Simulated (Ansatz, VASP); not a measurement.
Two plane-wave programs on LaLuAs2

```
CELL_PARAMETERS angstrom
2.10301 1.21418 6.84157
-2.10301 1.21418 6.84157
0.00000 -2.42835 6.84157
ATOMIC_POSITIONS crystal
La 0.00000 0.00000 0.00000
Lu 0.50000 0.50000 0.50000
As 0.24336 0.24336 0.24336
As 0.75664 0.75664 0.75664
```

Alike in both runs: task single point; functional PBE; k mesh 6 × 6 × 6; no spin polarisation.

|  | VASP | Ansatz |
| --- | --- | --- |
| version | VASP 6.6.1 | Ansatz 0.2.0 |
| potentials or method | VASP PAW PBE potentials, release 64 (La, Lu, As) | plane waves |
| plane-wave cutoff (eV) | 520 | 420 |
| occupations | methfessel-paxton of order 1, width 0.5 eV | cold, width 0.5 eV |
| valence electrons in the cell | 46 | 66 |

VASP gave:

| Property | Result |
| --- | --- |
| pressure (GPa) | 0.4 |
| largest component of the traceless stress (GPa) | 0.09 |
| rms of the force components (eV/Å) | 0.026 |

Question: Which values does Ansatz return?

Answer: Pressure (GPa): 0.2; largest component of the traceless stress (GPa): 0.01; rms of the force components (eV/Å): 0.015.

Atom by atom the forces differ by 0.011 eV/Å (rms over components). The two sets of potentials don't hold the same shells in valence.

The runs have no spin-orbit coupling, so splittings on La, Lu are missing.
